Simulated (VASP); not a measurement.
# Al (Fm-3m) in VASP: a series of runs

Runs on Al. Level: LDA. Tasks: relaxation of the atoms.

All numbers are computed with VASP 6.6.1; they aren't measurements. Logs are shortened: lines on timing, memory, paths and dates and some standing lists are left out, and cuts for length are marked.

### 1 The structure

Symmetry: Fm-3m, No. 225, cubic system. Conventional cell: a = 3.984 Å, b = 3.984 Å, c = 3.984 Å, α = 90.00°, β = 90.00°, γ = 90.00°. Al (site symmetry m-3m) is surrounded by 12 Al at 2.82 Å.

### 2 Relaxation of the atoms, LDA

INCAR reads:

```
SYSTEM = Al
PREC = Accurate
ENCUT = 600
EDIFF = 1E-7
ISMEAR = 1
SIGMA = 0.1
LREAL = .False.
LASPH = .True.
NELM = 80
ALGO = Normal
ISIF = 2
LWAVE = .False.
LCHARG = .False.
GGA = CA
IBRION = 2
NSW = 40
EDIFFG = -0.01
```

KPOINTS reads:

```
regular mesh
0
Gamma
  16 16 16
  0 0 0
```

POSCAR reads:

```
Al                                      
1.0
    0.0000000000      1.9922394739      1.9922394739
    1.9922394739      0.0000000000      1.9922394739
    1.9922394739      1.9922394739      0.0000000000
  Al            
     1
Direct
     0.0000000000000000    0.0000000000000000    0.0000000000000000
```

Potentials or basis: VASP PAW LDA potentials, release 64 (Al).

The run is started by

```sh
cat potpaw_LDA.64/Al/POTCAR > POTCAR
mpirun -np 1 vasp_std > vasp.out
```

OUTCAR:

```text
SYSTEM = Al
   PREC = Accurate
   ENCUT = 600
   EDIFF = 1E-7
   ISMEAR = 1
   LREAL = .False.
   LASPH = .True.
   NELM = 80
   ISIF = 2
   GGA = CA
   IBRION = 2
   NSW = 40
   EDIFFG = -0.01

 ion  position               nearest neighbor table
   1  0.000  0.000  0.000-

  LATTYP: Found a face centered cubic cell.
 ALAT       =     3.9844789478

  Lattice vectors:

 A1 = (   0.0000000000,   1.9922394739,   1.9922394739)
 A2 = (   1.9922394739,   0.0000000000,   1.9922394739)
 A3 = (   1.9922394739,   1.9922394739,   0.0000000000)

Analysis of symmetry for initial positions (statically):
=====================================================================
 Subroutine PRICEL returns:
 Original cell was already a primitive cell.

 Routine SETGRP: Setting up the symmetry group for a
 face centered cubic supercell.

 Subroutine GETGRP returns: Found 48 space group operations
 (whereof 48 operations were pure point group operations)
 out of a pool of 48 trial point group operations.

The static configuration has the point symmetry O_h .

Analysis of symmetry for dynamics (positions and initial velocities):
=====================================================================
 Subroutine PRICEL returns:
 Original cell was already a primitive cell.

 Routine SETGRP: Setting up the symmetry group for a
 face centered cubic supercell.

 Subroutine GETGRP returns: Found 48 space group operations
 (whereof 48 operations were pure point group operations)
 out of a pool of 48 trial point group operations.

The dynamic configuration has the point symmetry O_h .

 Subroutine INISYM returns: Found 48 space group operations
 (whereof 48 operations are pure point group operations),
 and found     1 'primitive' translations

----------------------------------------------------------------------------------------

                                     Primitive cell

  volume of cell :      15.8145

  direct lattice vectors                    reciprocal lattice vectors
     0.000000000  1.992239474  1.992239474    -0.250973845  0.250973845  0.250973845
     1.992239474  0.000000000  1.992239474     0.250973845 -0.250973845  0.250973845
     1.992239474  1.992239474  0.000000000     0.250973845  0.250973845 -0.250973845

  length of vectors
     2.817452083  2.817452083  2.817452083     0.434699450  0.434699450  0.434699450

  position of ions in fractional coordinates (direct lattice)
     0.000000000  0.000000000  0.000000000

  ion indices of the primitive-cell ions
   primitive index   ion index
                 1           1

----------------------------------------------------------------------------------------

 KPOINTS: regular mesh

Automatic generation of k-mesh.
 Grid dimensions read from file:
 generate k-points for:   16   16   16

 Generating k-lattice:

  Cartesian coordinates                     Fractional coordinates (reciprocal lattice)
    -0.015685865  0.015685865  0.015685865     0.062500000  0.000000000  0.000000000
     0.015685865 -0.015685865  0.015685865     0.000000000  0.062500000  0.000000000
     0.015685865  0.015685865 -0.015685865     0.000000000  0.000000000  0.062500000

  Length of vectors
     0.027168716  0.027168716  0.027168716

  Shift w.r.t. Gamma in fractional coordinates (k-lattice)
     0.000000000  0.000000000  0.000000000

 Subroutine IBZKPT returns following result:
 ===========================================

 Found    145 irreducible k-points:

 Following reciprocal coordinates:
            Coordinates               Weight
  0.000000  0.000000  0.000000      1.000000
  0.062500  0.000000  0.000000      8.000000
  0.125000  0.000000  0.000000      8.000000
  0.187500  0.000000  0.000000      8.000000
  0.250000  0.000000  0.000000      8.000000
  0.312500  0.000000  0.000000      8.000000
[... 16 lines left out ...]
 -0.125000  0.062500  0.000000     24.000000
 -0.062500  0.062500  0.000000     12.000000
 [... further k-points ...]
   k-points           NKPTS =    145   k-points in BZ     NKDIM =    145   number of bands    NBANDS=      5
   number of dos      NEDOS =    301   number of ions     NIONS =      1
   total plane-waves  NPLWV =  13824
   dimension x,y,z NGX =    24 NGY =   24 NGZ =   24
   dimension x,y,z NGXF=    48 NGYF=   48 NGZF=   48
   ions per type =               1
   NGX,Y,Z   is equivalent  to a cutoff of  14.16, 14.16, 14.16 a.u.
   NGXF,Y,Z  is equivalent  to a cutoff of  28.32, 28.32, 28.32 a.u.
 SYSTEM =  Al
   PREC   = accura    normal or accurate (medium, high low for compatibility)
   ISTART =      0    job   : 0-new  1-cont  2-samecut
   ICHARG =      2    charge: 1-file 2-atom 10-const
   ISPIN  =      1    spin polarized calculation?
   LNONCOLLINEAR =      F non collinear calculations
   LSORBIT =      F    spin-orbit coupling
   LASPH  =      T    aspherical Exc in radial PAW
   ENCUT  =  600.0 eV  44.10 Ry    6.64 a.u.   5.63  5.63  5.63*2*pi/ulx,y,z
   NELM   =     80;   NELMIN=  2; NELMDL= -5     # of ELM steps
   EDIFF  = 0.1E-06   stopping-criterion for ELM
   LREAL  =      F    real-space projection
   EDIFFG = -.1E-01   stopping-criterion for IOM
   NSW    =     40    number of steps for IOM
   IBRION =      2    ionic relax: 0-MD 1-quasi-New 2-CG
   NFREE  =      1    steps in history (QN), initial steepest desc. (CG)
   ISIF   =      2    stress and relaxation
   ISYM   =      2    0-nonsym 1-usesym 2-fastsym
   POTIM  = 0.5000    time-step for ionic-motion
   TEBEG  =    0.0;   TEEND  =   0.0 temperature during run
   PSTRESS=    0.0 pullay stress
   NELECT =       3.0000    total number of electrons
   NUPDOWN=      -1.0000    fix difference up-down
   EMIN   =  10.00;   EMAX   =-10.00  energy-range for DOS
   EFERMI =   0.00;   METHOD = LEGACY
   ISMEAR =     1;   SIGMA  =   0.10  broadening in eV -4-tet -1-fermi 0-gaus
   EFERMI_NEDOS =   21; number of points for ismear=-14 and -15
   IALGO  =     38    algorithm
   IMIX   =      4    mixing-type and parameters
     AMIX     =   0.40;   BMIX     =  1.00
     AMIX_MAG =   1.60;   BMIX_MAG =  1.00
  volume/ion in A,a.u.               =      15.81       106.72
  Fermi-wavevector in a.u.,A,eV,Ry     =   0.940655  1.777580 12.038868  0.884832
  Thomas-Fermi vector in A             =   2.068088
[... 50 lines left out ...]
  band No.  band energies     occupation
      1      -2.7218      2.00000
      2      16.7140      0.00000
      3      20.1255      0.00000
      4      20.1255      0.00000
      5      23.3190      0.00000

 k-point     4 :       0.1875    0.0000    0.0000
  band No.  band energies     occupation
      1      -2.1797      2.00000
      2      14.1741      0.00000
      3      19.6645      0.00000
      4      19.6645      0.00000
      5      23.1268      0.00000

 k-point     5 :       0.2500    0.0000    0.0000
  band No.  band energies     occupation
      1      -1.4244      2.00000
      2      11.7470      0.00000
      3      19.3601      0.00000
      4      19.3601      0.00000
      5      22.9659      0.00000

 k-point     6 :       0.3125    0.0000    0.0000
  band No.  band energies     occupation
      1      -0.4595      2.00000
      2       9.4673     -0.00000
      3      19.2271      0.00000
      4      19.2271      0.00000
      5      22.1832      0.00000

 k-point     7 :       0.3750    0.0000    0.0000
  band No.  band energies     occupation
      1       0.7107      2.00000
      2       7.3527      2.00000
      3      19.2709      0.00000
      4      19.2709      0.00000
      5      21.2476      0.00000

 k-point     8 :       0.4375    0.0000    0.0000
  band No.  band energies     occupation
      1       2.0799      2.00000
      2       5.4151      2.00000
      3      19.4937      0.00000
      4      19.4937      0.00000
      5      20.4843      0.00000

 k-point     9 :       0.5000    0.0000    0.0000
  band No.  band energies     occupation
      1       3.5192      2.00000
      2       3.7860      2.00000
      3      19.8685      0.00000
      4      19.8685      0.00000
      5      19.9287      0.00000

 k-point    10 :       0.0625    0.0625    0.0000
  band No.  band energies     occupation
      1      -3.0118      2.00000
      2      19.8652      0.00000
      3      19.8652      0.00000
      4      20.1235      0.00000
      5      22.3581      0.00000

 k-point    11 :       0.1250    0.0625    0.0000
  band No.  band energies     occupation
      1      -2.7580      2.00000
      2      17.6011      0.00000
      3      19.1526      0.00000
      4      20.2151      0.00000
      5      22.5597      0.00000

 k-point    12 :       0.1875    0.0625    0.0000
  band No.  band energies     occupation
      1      -2.2879      2.00000
      2      15.0731      0.00000
      3      18.6000      0.00000
      4      19.9515      0.00000
      5      23.0171      0.00000

 k-point    13 :       0.2500    0.0625    0.0000
  band No.  band energies     occupation
      1      -1.6038      2.00000
      2      12.6170      0.00000
      3      18.2209      0.00000
      4      19.6604      0.00000
      5      21.8493      0.00000

 k-point    14 :       0.3125    0.0625    0.0000
  band No.  band energies     occupation
      1      -0.7090      2.00000
      2      10.2927      0.00000
      3      18.0198      0.00000
      4      19.4920      0.00000
      5      20.6722      0.00000

 k-point    15 :       0.3750    0.0625    0.0000
  band No.  band energies     occupation
      1       0.3925      2.00000
      2       8.1256      2.06030
      3      17.9991      0.00000
      4      19.4500      0.00000
      5      19.6937      0.00000

 k-point    16 :       0.4375    0.0625    0.0000
  band No.  band energies     occupation
      1       1.6952      2.00000
      2       6.1303      2.00000
      3      18.1599      0.00000
      4      18.7865      0.00000
      5      19.6933      0.00000

 k-point    17 :       0.5000    0.0625    0.0000
  band No.  band energies     occupation
      1       3.1845      2.00000
      2       4.3254      2.00000
      3      18.1314      0.00000
      4      18.5033      0.00000
      5      20.0518      0.00000

 k-point    18 :      -0.4375    0.0625    0.0000
  band No.  band energies     occupation
      1       2.6706      2.00000
      2       4.9022      2.00000
      3      17.6584      0.00000
      4      19.0298      0.00000
      5      20.5982      0.00000

 k-point    19 :      -0.3750    0.0625    0.0000
  band No.  band energies     occupation
      1       1.2391      2.00000
      2       6.7750      2.00000
      3      17.3716      0.00000
      4      19.7382      0.00000
      5      20.7321      0.00000

 k-point    20 :      -0.3125    0.0625    0.0000
  band No.  band energies     occupation
      1       0.0027      2.00000
      2       8.8282     -0.00000
      3      17.2719      0.00000
      4      20.5673      0.00000
      5      20.6834      0.00000

 k-point    21 :      -0.2500    0.0625    0.0000
  band No.  band energies     occupation
      1      -1.0304      2.00000
      2      11.0478      0.00000
      3      17.3593      0.00000
      4      20.6777      0.00000
      5      21.6946      0.00000

 k-point    22 :      -0.1875    0.0625    0.0000
  band No.  band energies     occupation
      1      -1.8554      2.00000
      2      13.4140      0.00000
      3      17.6343      0.00000
      4      20.8991      0.00000
      5      22.8722      0.00000

 k-point    23 :      -0.1250    0.0625    0.0000
  band No.  band energies     occupation
      1      -2.4685      2.00000
      2      15.8806      0.00000
      3      18.1062      0.00000
      4      21.2214      0.00000
      5      23.4425      0.00000

 k-point    24 :      -0.0625    0.0625    0.0000
  band No.  band energies     occupation
      1      -2.8667      2.00000
      2      18.1733      0.00000
      3      18.9498      0.00000
      4      21.3233      0.00000
      5      22.8678      0.00000

 [... further k-points ...]

------------------------ aborting loop because EDIFF is reached ----------------------------------------

  FORCE on cell =-STRESS in cart. coord.  units (eV):
  Direction    XX          YY          ZZ          XY          YZ          ZX
  --------------------------------------------------------------------------------------
  -------------------------------------------------------------------------------------
  Total        0.0005370      0.0005370      0.0005370      0.0000000      0.0000000     -0.0000000
  in kB        0.0544082      0.0544082      0.0544082      0.0000000      0.0000000     -0.0000000
  external PRESSURE =       0.0544082 kB  Pullay stress =       0.0000000 kB

 VOLUME and BASIS-vectors are now :
 -----------------------------------------------------------------------------
  energy-cutoff  :      600.00
  volume of cell :       15.81
      direct lattice vectors                 reciprocal lattice vectors
     0.000000000  1.992239474  1.992239474    -0.250973845  0.250973845  0.250973845
     1.992239474  0.000000000  1.992239474     0.250973845 -0.250973845  0.250973845
     1.992239474  1.992239474  0.000000000     0.250973845  0.250973845 -0.250973845

 POSITION                                       TOTAL-FORCE (eV/Angst)
 -----------------------------------------------------------------------------------
      0.00000      0.00000      0.00000         0.000000      0.000000      0.000000
 -----------------------------------------------------------------------------------
    total drift:                               -0.000000      0.000000      0.000000

  FREE ENERGIE OF THE ION-ELECTRON SYSTEM (eV)
  ---------------------------------------------------
  free  energy   TOTEN  =        -4.1974036089 eV

  energy  without entropy=       -4.1977643948  energy(sigma->0) =       -4.19752387

 reached required accuracy - stopping structural energy minimisation
```

Wall time 6.7 s (1 thread of Intel Xeon Platinum 8488C (Sapphire Rapids), shared host); peak memory 0.12 GiB.

What came out:

```yaml
Free_energy: -4.1974 eV
Pressure_after_relaxing: 0.0 GPa
Band_gap_on_the_k_mesh: none (metal or under the smearing width)
```

Final structure:
```yaml
crystal:
  lattice:
    - [0.00000, 1.99224, 1.99224]
    - [1.99224, 0.00000, 1.99224]
    - [1.99224, 1.99224, 0.00000]
  atoms:
    - { symbol: Al, position: [0.00000, 0.00000, 0.00000] }
```

Levels at points of the mesh, in eV from the Fermi level:
```csv
k point,band 1,band 2,band 3,band 4
"(0.00, 0.00, 0.00)",-11.43,12.77,12.77,12.77
"(0.50, 0.00, 0.00)",-4.75,-4.48,11.60,11.60
"(0.50, 0.50, 0.00)",-3.03,-1.65,5.27,5.70
```

Caveat: the relaxation stopped at its first step, so nothing moved.

### 3 Relaxation of the atoms, LDA (a relaxed cell with its volume scaled by 1.02)

INCAR is that of step 2.

KPOINTS is that of step 2.

POSCAR reads:

```
Al                                      
1.0
    0.0000000000      2.0054334973      2.0054334973
    2.0054334973      0.0000000000      2.0054334973
    2.0054334973      2.0054334973      0.0000000000
  Al            
     1
Direct
     0.0000000000000000    0.0000000000000000    0.0000000000000000
```

Potentials or basis: VASP PAW LDA potentials, release 64 (Al).

The run is started by

```sh
cat potpaw_LDA.64/Al/POTCAR > POTCAR
mpirun -np 1 vasp_std > vasp.out
```

It took 8 s on 1 thread of Intel Xeon Platinum 8488C (Sapphire Rapids), shared host; peak memory 0.12 GiB.

The run converged. Its results:

```yaml
Free_energy: -4.1958 eV
Pressure_after_relaxing: -1.6 GPa
Band_gap_on_the_k_mesh: none (metal or under the smearing width)
```

Final structure:
```
Al
1.0
     0.00000    2.00543    2.00543
     2.00543    0.00000    2.00543
     2.00543    2.00543    0.00000
Al
1
Direct
  0.00000 0.00000 0.00000
```

Levels at points of the mesh, in eV from the Fermi level:
```tsv
k point	band 1	band 2	band 3	band 4	band 5
(0.00, 0.00, 0.00)	-11.30	12.65	12.65	12.65	14.15
(0.50, 0.00, 0.00)	-4.68	-4.47	11.44	11.44	11.50
(0.50, 0.50, 0.00)	-2.99	-1.66	5.26	5.60	5.60
```

Caveat: the relaxation stopped at its first step, so nothing moved.

### 4 Relaxation of the atoms, LDA (a relaxed cell with its volume scaled by 1.04)

INCAR is that of step 3.

KPOINTS is that of step 3.

POSCAR reads:

```
Al                                      
1.0
    0.0000000000      2.0184561576      2.0184561576
    2.0184561576      0.0000000000      2.0184561576
    2.0184561576      2.0184561576      0.0000000000
  Al            
     1
Direct
     0.0000000000000000    0.0000000000000000    0.0000000000000000
```

The run is started by

```sh
cat potpaw_LDA.64/Al/POTCAR > POTCAR
mpirun -np 1 vasp_std > vasp.out
```

Run time: 7.6 s. Hardware: 1 thread of Intel Xeon Platinum 8488C (Sapphire Rapids), shared host; peak memory 0.12 GiB.

Results (log left out):

* Free energy: -4.1911 eV
* Pressure after relaxing: -3.1 GPa
* Band gap on the k mesh: none (metal or under the smearing width)

Final structure:
```
CELL_PARAMETERS angstrom
0.00000 2.01846 2.01846
2.01846 0.00000 2.01846
2.01846 2.01846 0.00000
ATOMIC_POSITIONS crystal
Al 0.00000 0.00000 0.00000
```

Levels at points of the mesh, in eV from the Fermi level:
| k point | band 1 | band 2 | band 3 | band 4 | band 5 |
| --- | --- | --- | --- | --- | --- |
| (0.00, 0.00, 0.00) | -11.17 | 12.54 | 12.54 | 12.54 | 13.88 |
| (0.50, 0.00, 0.00) | -4.61 | -4.45 | 11.22 | 11.22 | 11.40 |
| (0.50, 0.50, 0.00) | -2.95 | -1.66 | 5.25 | 5.50 | 5.50 |

Caveat: the relaxation stopped at its first step, so nothing moved.

### 5 Relaxation of the atoms, LDA (a relaxed cell with its volume scaled by 1.06)

INCAR is that of step 4.

KPOINTS is that of step 4.

POSCAR reads:

```
Al                                      
1.0
    0.0000000000      2.0313129129      2.0313129129
    2.0313129129      0.0000000000      2.0313129129
    2.0313129129      2.0313129129      0.0000000000
  Al            
     1
Direct
     0.0000000000000000    0.0000000000000000    0.0000000000000000
```

The run is started by

```sh
cat potpaw_LDA.64/Al/POTCAR > POTCAR
mpirun -np 1 vasp_std > vasp.out
```

It took 7.8 s on 1 thread of Intel Xeon Platinum 8488C (Sapphire Rapids), shared host; peak memory 0.13 GiB.

It converged, with:

* Free energy: -4.1837 eV
* Pressure after relaxing: -4.4 GPa
* Band gap on the k mesh: none (metal or under the smearing width)

Final structure:
```
Al
1.0
     0.00000    2.03131    2.03131
     2.03131    0.00000    2.03131
     2.03131    2.03131    0.00000
Al
1
Direct
  0.00000 0.00000 0.00000
```

Levels at points of the mesh, in eV from the Fermi level:
| k point | band 1 | band 2 | band 3 | band 4 | band 5 |
| --- | --- | --- | --- | --- | --- |
| (0.00, 0.00, 0.00) | -11.05 | 12.43 | 12.43 | 12.43 | 13.63 |
| (0.50, 0.00, 0.00) | -4.54 | -4.43 | 11.01 | 11.01 | 11.31 |
| (0.50, 0.50, 0.00) | -2.91 | -1.67 | 5.24 | 5.41 | 5.41 |

Caveat: the relaxation stopped at its first step, so nothing moved.

### 6 Overview

```csv
cell,gap on the mesh (eV),pressure (GPa)
atoms relaxed,none,0.0
atoms relaxed from: a relaxed cell with its volume scaled by 1.02,none,-1.6
atoms relaxed from: a relaxed cell with its volume scaled by 1.04,none,-3.1
atoms relaxed from: a relaxed cell with its volume scaled by 1.06,none,-4.4
```

Alike in all rows: task relaxation of the atoms; level LDA; potentials or basis VASP PAW LDA potentials, release 64 (Al); no spin polarisation; k mesh 16 × 16 × 16; cutoff (eV) 600; smearing methfessel-paxton 0.1 eV.

Caveats: the relaxation stopped at its first step, so nothing moved.

Absolute energies hang on the potentials; compare differences alone.
